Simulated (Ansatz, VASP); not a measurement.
# Cross-check of Ti9Al44O84 (glassy 29TiO2-71Al2O3 (mol %)) between VASP and Ansatz

Aim: how closely do two programs agree when they are given the same cell, functional and k mesh? Of the first pair: The structure shown is the start of the Ansatz relaxation below; VASP solves that cell, so the two are compared at the walk's first step.

Program: Ansatz 0.2.0. Level of theory: plane waves, with VASP 6.6.1 beside it; single point at LDA. Results are calculated unless marked as measured.

### Step 1. Set-up

The cell holds 137 atoms: 9 Ti, 44 Al and 84 O. Its edges and angles: a = 11.244 Å, b = 11.100 Å, c = 11.565 Å, α = 90.1°, β = 89.2°, γ = 88.9°. As first built, before any earlier steps moved the atoms (in the runner's words): 137 atoms (9 Ti, 44 Al, 84 O) placed at random at 3.12 g/cm^3, melted at 4000 K for 10 ps at fixed volume with the Morse and Coulomb pair potential with partial charges (Pedone, Malavasi, Menziani, Cormack and Segre, J. Phys. Chem. B 110, 11780 (2006)). Quenched from 4000 K to 300 K at 300 K/ps and fixed volume, held 10 ps at zero pressure.

### Step 2. Ansatz: relaxation, LDA

Ansatz runs on its default PAW (the set named soft_2) files.

The two programs are compared at the cell with which this relaxation starts, whose forces are those of its first step.

File input.yaml:

```yaml
crystal:
  lattice:
    - [11.24319, 0.10777, 0.08286]
    - [0.10777, 11.09962, -0.00607]
    - [0.08286, -0.00607, 11.56458]
  atoms:
    - { symbol: Ti, position: [0.4492, 0.79047, 0.40679] }
    - { symbol: Ti, position: [0.33634, 0.5177, 0.8287] }
    - { symbol: Ti, position: [0.14561, 0.75921, 0.4398] }
    - { symbol: Ti, position: [0.79391, 0.42122, 0.55789] }
    - { symbol: Ti, position: [0.26045, 0.35124, 0.06346] }
    - { symbol: Ti, position: [0.82403, 0.72254, 0.51913] }
    - { symbol: Ti, position: [0.34419, 0.11076, 0.17314] }
    - { symbol: Ti, position: [0.45779, 0.50621, 0.33753] }
    - { symbol: Ti, position: [0.00797, 0.94897, 0.21361] }
    - { symbol: Al, position: [0.42059, 0.61295, 0.05536] }
    - { symbol: Al, position: [0.986, 0.17401, 0.61983] }
    - { symbol: Al, position: [0.81197, 0.58154, 0.19956] }
    - { symbol: Al, position: [0.92585, 0.52598, 0.78143] }
    - { symbol: Al, position: [0.73662, 0.05888, 0.16295] }
    - { symbol: Al, position: [0.729, 0.73937, 0.78957] }
    - { symbol: Al, position: [0.14524, 0.73644, 0.92699] }
    - { symbol: Al, position: [0.60702, 0.46984, 0.12981] }
    - { symbol: Al, position: [0.73893, 0.50886, 0.93665] }
    - { symbol: Al, position: [0.20632, 0.572, 0.22127] }
    - { symbol: Al, position: [0.74917, 0.96113, 0.93712] }
    - { symbol: Al, position: [0.65734, 0.75018, 0.0492] }
    - { symbol: Al, position: [0.61193, 0.13526, 0.60842] }
    - { symbol: Al, position: [0.50905, 0.96061, 0.0528] }
    - { symbol: Al, position: [0.65013, 0.98164, 0.42273] }
    - { symbol: Al, position: [0.44262, 0.78623, 0.89001] }
    - { symbol: Al, position: [0.35336, 0.74661, 0.64494] }
    - { symbol: Al, position: [0.24613, 0.92737, 0.82494] }
    - { symbol: Al, position: [0.51658, 0.29966, 0.46691] }
    - { symbol: Al, position: [0.00155, 0.52566, 0.05609] }
    - { symbol: Al, position: [0.1513, 0.04839, 0.39733] }
[... 101 atom lines left out ...]
    - { symbol: O, position: [0.42052, 0.63436, 0.90382] }
    - { symbol: O, position: [0.00343, 0.6151, 0.69561] }
    - { symbol: O, position: [0.14758, 0.36318, 0.50784] }
    - { symbol: O, position: [0.57644, 0.77133, 0.77653] }
    - { symbol: O, position: [0.31755, 0.07181, 0.85206] }
    - { symbol: O, position: [0.36947, 0.29355, 0.16341] }
kpoints:
  mp_grid: { grid: [1, 1, 1] }
hamiltonian:
  xc: lda
scf:
  occupations: { method: fixed }
output:
  forces: true
  eigenvalues: true
  stress: true
relax:
  f_tol: 0.05
  max_steps: 70
```

Run with:

```sh
ansatz run input.yaml --threads 4 --pin off --max-ram 8192MiB --backend cpu --events-out ev --progress --plain --runs-dir out
```

Numbers of over 12 decimals in the logs are rounded to 6 here.

Log:

```text
Warning: output.stress: scf.convergence.dr2_threshold = 1e-7 eV (the SCF's general default) is looser than the 1.08e-8 eV advised for a printed stress (1e-10 eV for each atom of the cell: 137, of which 108 are counted). What an SCF threshold leaves in a stress goes as its square root, and in the free energy as the threshold itself, and one threshold admits the most on a small cell: [figures from the program's tests c [...]
Engine: ansatz 0.2.0, aarch64-unknown-linux-gnu
Pseudopotentials: kind: paw
Pseudopotential: Ti, paw, valence charge 12, recommended cutoff 420 eV (normal), Ti.paw.azcp
Pseudopotential: Al, paw, valence charge 3, recommended cutoff 420 eV (normal), Al.paw.azcp
Pseudopotential: O, paw, valence charge 6, recommended cutoff 420 eV (normal), O.paw.azcp
Functional definition: SPW92
  exchange = slater_x
  correlation = pw_c
Crystal: 137 atoms, lattice volume = 1442.992 Å³
Basis set: ecut = 420 eV, 28217 PW (Γ)
Bands: 509, of which v1, the nominal top of the filled ones, is band 372 counted from 1 (371 counted from 0)
Symmetry: 1 space group operations
Space group: P1 (ITA 1), of the structure as read, at distance tolerance 1.1e-4 Å
k-points: 1
Non-local potential: Ti, projectors of the file, l = 0: 3, l = 1: 2, l = 2: 3, l = 3: 1
Non-local potential: Al, projectors of the file, l = 0: 2, l = 1: 2, l = 2: 1
Non-local potential: O, projectors of the file, l = 0: 2, l = 1: 2, l = 2: 1
PAW form: soft (Blöchl's): semilocal exchange-correlation on the pseudo side does not see the compensation charge
PAW frozen core: Ti, regenerated for the run's functional, and the local potential with it (the file was generated under x = pbe(κ = 0.804, μ = 0.219515), c = pbe(β = 0.066725))
PAW frozen core: Al, regenerated for the run's functional, and the local potential with it (the file was generated under x = pbe(κ = 0.804, μ = 0.219515), c = pbe(β = 0.066725))
PAW frozen core: O, regenerated for the run's functional, and the local potential with it (the file was generated under x = pbe(κ = 0.804, μ = 0.219515), c = pbe(β = 0.066725))
PAW one-centre angular grid: Ti, 590 points (default); XC on 64 Gauss nodes
PAW one-centre angular grid: Al, 110 points (default); XC on 64 Gauss nodes
PAW one-centre angular grid: O, 110 points (default); XC on 64 Gauss nodes
Initial density: superposition of atomic densities (neutral atoms: chi_scale 0, normalization atom), corrected by the library's trained network
Initial wavefunctions: pseudopotential atomic-orbital guess
Functional: x = slater, c = lda
SCF iter   1: F=—  HF=-91453.065494 eV  |F-HF|=—  |Δ(HF+E_count)|=         —  Δρ=1.62e-2  dr2=3.62e0  ethr=1.77e-3  ⟨swp⟩=5.0  Hψ=1808  notcnv=0  defer=134
preconditioner: auto → Resta (q_TF=auto, 2.443 Å⁻¹)  ε∞=4.3  [insulator: Δε(μ)=2.881 eV  Ē_g=13.940 eV  n_scr=362 (ndim 8)  ℏωp=25.3 eV  f_vac=0.055  ε∞_Penn≈4.3]
SCF iter   2: F=—  HF=-91452.193553 eV  |F-HF|=—  |Δ(HF+E_count)|=   8.72e-1  Δρ=6.70e-3  dr2=5.32e-1  ethr=4.87e-4  ⟨swp⟩=2.0  Hψ=786  notcnv=0  defer=129
SCF iter   3: F=—  HF=-91452.098523 eV  |F-HF|=—  |Δ(HF+E_count)|=   9.50e-2  Δρ=2.84e-3  dr2=1.07e-1  ethr=7.16e-5  ⟨swp⟩=3.0  Hψ=761  notcnv=0  defer=135
SCF iter   4: F=—  HF=-91452.077486 eV  |F-HF|=—  |Δ(HF+E_count)|=   2.10e-2  Δρ=1.29e-3  dr2=2.53e-2  ethr=1.43e-5  ⟨swp⟩=2.0  Hψ=640  notcnv=0  defer=135
SCF iter   5: F=—  HF=-91452.069055 eV  |F-HF|=—  |Δ(HF+E_count)|=   8.43e-3  Δρ=4.75e-4  dr2=4.04e-3  ethr=3.40e-6  ⟨swp⟩=2.0  Hψ=767  notcnv=0  defer=135
SCF iter   6: F=—  HF=-91452.068234 eV  |F-HF|=—  |Δ(HF+E_count)|=   8.21e-4  Δρ=1.65e-4  dr2=5.40e-4  ethr=5.44e-7  ⟨swp⟩=2.0  Hψ=745  notcnv=0  defer=135
SCF iter   7: F=—  HF=-91452.068158 eV  |F-HF|=—  |Δ(HF+E_count)|=   7.60e-5  Δρ=8.35e-5  dr2=1.31e-4  ethr=7.26e-8  ⟨swp⟩=2.0  Hψ=728  notcnv=0  defer=135
SCF iter   8: F=-91452.068121 eV  HF=-91452.068142 eV  |F-HF|=2.07e-5  |Δ(HF+E_count)|=   1.63e-5  Δρ=4.20e-5  dr2=2.93e-5  ethr=8.40e-9  ⟨swp⟩=17.0  Hψ=2849  notcnv=0
[...]
- { symbol: Al, position: [0.415201, 0.159962, 0.747837] }
    - { symbol: Al, position: [0.244460, 0.341880, 0.385852] }
    - { symbol: Al, position: [0.548152, 0.925585, 0.761712] }
    - { symbol: Al, position: [0.216346, 0.153050, 0.927168] }
    - { symbol: Al, position: [0.150414, 0.613446, 0.689458] }
    - { symbol: Al, position: [0.742165, 0.320410, 0.310203] }
    - { symbol: Al, position: [0.532781, 0.245025, 0.194835] }
    - { symbol: Al, position: [0.00983971, 0.232039, 0.217506] }
    - { symbol: Al, position: [0.040683, 0.299443, 0.881056] }
    - { symbol: Al, position: [0.185386, 0.331254, 0.648914] }
    - { symbol: Al, position: [0.583799, 0.329619, 0.750784] }
    - { symbol: Al, position: [0.773600, 0.807705, 0.295666] }
    - { symbol: Al, position: [0.601787, 0.215672, 0.973460] }
    - { symbol: Al, position: [0.797878, 0.966933, 0.673501] }
    - { symbol: Al, position: [0.969411, 0.598653, 0.363318] }
    - { symbol: Al, position: [0.408518, 0.086026, 0.404654] }
    - { symbol: Al, position: [0.020230, 0.991856, 0.811024] }
    - { symbol: Al, position: [0.276460, 0.833095, 0.112519] }
    - { symbol: Al, position: [0.495610, 0.501751, 0.636297] }
    - { symbol: Al, position: [-0.000128735, 0.335259, 0.424519] }
    - { symbol: Al, position: [0.919514, 0.127187, 0.993639] }
    - { symbol: Al, position: [0.223918, 0.078936, 0.609581] }
    - { symbol: Al, position: [0.800772, 0.293281, 0.789220] }
    - { symbol: O, position: [0.508367, 0.259976, 0.627036] }
    - { symbol: O, position: [0.729049, 0.969727, 0.288214] }
    - { symbol: O, position: [0.099717, 0.124219, 0.525181] }
    - { symbol: O, position: [0.788510, 0.594074, 0.822035] }
    - { symbol: O, position: [0.286661, 0.208607, 0.670415] }
    - { symbol: O, position: [0.158466, 0.993344, 0.713600] }
    - { symbol: O, position: [0.722630, 0.716056, 0.178276] }
    - { symbol: O, position: [0.895792, 0.292694, 0.306696] }
    - { symbol: O, position: [0.536090, 0.355535, 0.312658] }
    - { symbol: O, position: [0.300470, 0.768083, 0.377169] }
    - { symbol: O, position: [0.208817, 0.723793, 0.591485] }
    - { symbol: O, position: [0.379190, 0.945796, 0.137615] }
    - { symbol: O, position: [0.470416, 0.790438, 0.554994] }
    - { symbol: O, position: [0.498944, 0.042964, 0.676065] }
    - { symbol: O, position: [0.294748, 0.481270, 0.320197] }
    - { symbol: O, position: [0.692301, 0.340100, 0.459268] }
    - { symbol: O, position: [0.744050, 0.795861, 0.929708] }
    - { symbol: O, position: [0.097780, 0.862898, 0.858942] }
    - { symbol: O, position: [0.821379, 0.655501, 0.351079] }
    - { symbol: O, position: [0.927847, 0.474745, 0.453659] }
    - { symbol: O, position: [0.463361, 0.456608, 0.495841] }
    - { symbol: O, position: [0.963161, 0.541126, 0.216695] }
    - { symbol: O, position: [0.506049, 0.123127, 0.063982] }
    - { symbol: O, position: [0.098889, 0.902480, 0.381083] }
[...]
- { symbol: O, position: [0.265421, 0.084546, 0.301774] }
    - { symbol: O, position: [0.073909, 0.109177, 0.904868] }
    - { symbol: O, position: [0.420202, 0.633279, 0.902055] }
    - { symbol: O, position: [0.00153839, 0.619419, 0.693981] }
    - { symbol: O, position: [0.145606, 0.364112, 0.506765] }
    - { symbol: O, position: [0.576212, 0.767515, 0.775144] }
    - { symbol: O, position: [0.319642, 0.070058, 0.850940] }
    - { symbol: O, position: [0.368900, 0.294201, 0.166075] }
```

### Step 3. VASP: single point, LDA, start cell, pair 1

The same cell, functional (in two slightly different forms) and mesh now go to VASP, with its own data sets.

Lines of VASP's logs that name or quote its potential files are left out, and so is its time.

File INCAR:

```
SYSTEM = Ti9Al44O84
PREC = Accurate
ENCUT = 520
EDIFF = 1E-06
NELM = 120
ISMEAR = 0
SIGMA = 0.01
LREAL = Auto
ALGO = Normal
GGA = PW92
NBANDS = 467
LASPH = .TRUE.
LORBIT = 11
LWAVE = .FALSE.
LCHARG = .FALSE.
ISIF = 2
GGA_COMPAT = .FALSE.
EFERMI = MIDGAP
```

File POSCAR:

```
Ti9Al44O84
1.0
   11.2431900000      0.1077700000      0.0828600000
    0.1077700000     11.0996200000     -0.0060700000
    0.0828600000     -0.0060700000     11.5645800000
Ti Al O
9 44 84
Direct
    0.4491967008      0.7904738449      0.4067919231
    0.3363405986      0.5177008569      0.8287005029
    0.1456114753      0.7592131135      0.4398035257
    0.7939097221      0.4212240371      0.5578908590
    0.2604500121      0.3512387347      0.0634567906
    0.8240291765      0.7225423472      0.5191288205
    0.3441921419      0.1107567063      0.1731366407
    0.4577862614      0.5062077086      0.3375341354
    0.0079718968      0.9489728005      0.2136091162
    0.4205884269      0.6129497404      0.0553561520
    0.9860002702      0.1740060570      0.6198284965
    0.8119663024      0.5815429477      0.1995619761
    0.9258463309      0.5259787996      0.7814271737
    0.7366195064      0.0588762145      0.1629476459
    0.7290007581      0.7393702035      0.7895732464
    0.1452367040      0.7364373431      0.9269887762
    0.6070171690      0.4698421823      0.1298062272
    0.7389316891      0.5088598345      0.9366497443
    0.2063223174      0.5720022616      0.2212684063
    0.7491708156      0.9611275123      0.9371164150
    0.6573379879      0.7501840003      0.0492008003
    0.6119267998      0.1352610049      0.6084195690
    0.5090459376      0.9606059160      0.0528035892
    0.6501341334      0.9816373004      0.4227294397
    0.4426164875      0.7862342661      0.8900104664
    0.3533603650      0.7466141305      0.6449393327
    0.2461314716      0.9273724480      0.8249356827
    0.5165808827      0.2996645129      0.4669097427
    0.0015477375      0.5256642722      0.0560904535
    0.1512971200      0.0483896299      0.3973302312
[... 101 atom lines left out ...]
    0.4205162701      0.6343611000      0.9038206830
    0.0034307499      0.6150978706      0.6956110271
    0.1475809050      0.3631816049      0.5078416993
    0.5764405360      0.7713318589      0.7765278222
    0.3175486160      0.0718087461      0.8520606715
    0.3694702442      0.2935482557      0.1634099581
```

File KPOINTS:

```
Automatic mesh
0
Gamma
1 1 1
0 0 0
```

PAW data sets: Ti_sv, Al and O (LDA family, release 64).

Run with:

```sh
export OMP_NUM_THREADS=3
mpirun -np 1 vasp_gam
```

Log:

```text
[banner, memory and clock lines left out]
running    1 mpi-ranks, on    1 nodes
[...]
Offloading initialized ...    1 GPUs detected
[...]
|                                                                             |
|               ----> ADVICE to this user running VASP <----                  |
|                                                                             |
|     You enforced a specific xc type in the INCAR file but a different       |
|     [... a line on the potential file left out ...]
|     I HOPE YOU KNOW WHAT YOU ARE DOING!                                     |
|                                                                             |

 LDA part: xc-table for (Slater(with rela. corr.)+PW92), standard interpolation
 POSCAR, INCAR and KPOINTS ok, starting setup
[...]
entering main loop
       N       E                     dE             d eps       ncg     rms          rms(c)
DAV:   1     0.914562018969E+04    0.91456E+04   -0.42728E+05   942   0.170E+03
DAV:   2    -0.843678136251E+01   -0.91541E+04   -0.86405E+04  1086   0.462E+02
DAV:   3    -0.126193412224E+04   -0.12535E+04   -0.12337E+04  1057   0.186E+02
DAV:   4    -0.134079864975E+04   -0.78865E+02   -0.78580E+02  1308   0.468E+01
[...]
DAV:  18    -0.114532600234E+04    0.29951E-05   -0.18273E-05  1340   0.141E-02    0.862E-03
DAV:  19    -0.114532600122E+04    0.11212E-05   -0.10601E-05  1300   0.943E-03    0.535E-03
DAV:  20    -0.114532600076E+04    0.46118E-06   -0.21475E-06   740   0.384E-03
   1 F= -.11453260E+04 E0= -.11453260E+04  d E =0.000000E+00
```

OUTCAR, selected parts (step 3):

```text
  Total       66.8767964     65.9827875     66.5223192     -0.4003858     -1.6122965     -0.6966716
  in kB       74.2543723     73.2617400     73.8607906     -0.4445548     -1.7901585     -0.7735256
  external PRESSURE =      73.7923010 kB  Pullay stress =       0.0000000 kB

 POSITION                                       TOTAL-FORCE (eV/Angst)
[...]
10.53150      5.35990      5.28800        -0.075369      0.202635      0.105942
      5.32950      5.11100      5.74810        -0.145714      0.053675      0.076689
     10.90200      6.15220      2.54290         0.338468     -0.178561     -0.005094
      5.71520      1.40330      0.79140        -0.093692      0.089628      0.011585
      1.27280     10.01860      4.51510        -0.309032      0.214982     -0.196203
     10.47250      9.35230      3.06920        -0.093078     -0.598860      0.154234
      8.08630      0.31010      6.53900         0.151111     -0.046033     -0.199521
      8.76170      6.59730      6.56160        -0.399462     -0.266292      0.247568
     10.05200      0.53970      1.55820         0.034090      0.023223     -0.040210
      8.02020     10.92310      9.19980        -0.034794      0.193403      0.099143
      7.88140      4.16390     10.18410        -0.222631     -0.008968      0.193037
      2.59300      5.19670      8.20290         0.070722      0.010904     -0.000214
      5.78030     10.49440      4.48350        -0.030990      0.269156     -0.185638
      7.09440      6.48290      0.25440        -0.269745      0.270374     -0.096370
[...]
-----------------------------------------------------------------------------------
    total drift:                               -0.002612      0.038257     -0.013081

  FREE ENERGIE OF THE ION-ELECTRON SYSTEM (eV)
  ---------------------------------------------------
  free  energy   TOTEN  =     -1145.3260007600 eV

  energy  without entropy=    -1145.3260007600  energy(sigma->0) =    -1145.32600076

[... 3 further parts left out ...]
[key lines of the parts left out:]
E-fermi :   5.3555
```

This run has no spin polarisation, so a moment on Ti, if there is one, isn't seen.

### Step 4. Comparison

Known differences besides the potentials themselves: the two LDA forms differ slightly; fixed occupations in Ansatz, narrow Gaussian smearing in VASP; the cutoff is 420 eV in Ansatz and 520 eV in VASP (PREC = Accurate, projectors in real space); VASP's log shows a relativistic correction to its local exchange, Ansatz's none. Total energies have different zeros and are not compared.

Forces on 7 of the 137 atoms, those with the largest forces and the largest differences (eV/Å; atoms numbered as in POSCAR):

```tsv
atom	Ansatz x, y, z	VASP x, y, z
Ti1	0.138, 0.054, -0.357	0.195, 0.075, -0.521
Ti6	0.080, 0.299, 0.054	0.125, 0.466, 0.047
O66	0.382, 0.104, 0.369	0.484, 0.134, 0.500
O78	-0.024, -0.435, 0.105	-0.093, -0.599, 0.154
O80	-0.300, -0.152, 0.182	-0.399, -0.266, 0.248
O105	0.450, 0.094, -0.062	0.559, 0.161, -0.064
O133	-0.216, 0.299, -0.254	-0.271, 0.384, -0.333
```

The forces differ by 42 meV/Å r.m.s., which is 25.6 % of the r.m.s. force of 0.162 eV/Å (both taken over all components).

### Step 5. Ansatz: relaxation, LDA

This run makes the geometry at which the two programs are then compared.

The structure compared here is the end of the Ansatz relaxation.

input.yaml is that of step 2.

Run with:

```sh
ansatz run input.yaml --threads 4 --pin off --max-ram 8192MiB --backend cpu --events-out ev --progress --plain --runs-dir out
```

Log:

```text
[...]
Crystal: 137 atoms, lattice volume = 1442.992 Å³
Basis set: ecut = 420 eV, 28217 PW (Γ)
Bands: 509, of which v1, the nominal top of the filled ones, is band 372 counted from 1 (371 counted from 0)
Symmetry: 1 space group operations
[...]
k-points: 1
[...]
SCF iter   1: F=—  HF=-91453.065494 eV  |F-HF|=—  |Δ(HF+E_count)|=         —  Δρ=1.62e-2  dr2=3.62e0  ethr=1.77e-3  ⟨swp⟩=5.0  Hψ=1808  notcnv=0  defer=134
[...]
- { symbol: O, position: [0.729049, 0.969727, 0.288214] }
    - { symbol: O, position: [0.099717, 0.124219, 0.525181] }
    - { symbol: O, position: [0.788510, 0.594074, 0.822035] }
    - { symbol: O, position: [0.286661, 0.208607, 0.670415] }
    - { symbol: O, position: [0.158466, 0.993344, 0.713600] }
    - { symbol: O, position: [0.722630, 0.716056, 0.178276] }
    - { symbol: O, position: [0.895792, 0.292694, 0.306696] }
[...]
- { symbol: O, position: [0.145606, 0.364112, 0.506765] }
    - { symbol: O, position: [0.576212, 0.767515, 0.775144] }
    - { symbol: O, position: [0.319642, 0.070058, 0.850940] }
    - { symbol: O, position: [0.368900, 0.294201, 0.166075] }
```

[end of part 1 of 2]

[Lines on the potential files, build, host, timing and source positions are cut from VASP's logs without a mark.]

[Logs are printed without paths, hosts, clocks, repeated set-up lines and the standing remarks that a program may print on its own settings, such as how far it seeks lower states.]

[Hosts, paths, dates, database ids (printed as entryN), source tags and the programs' standing remarks are cut or masked in the printed files.]
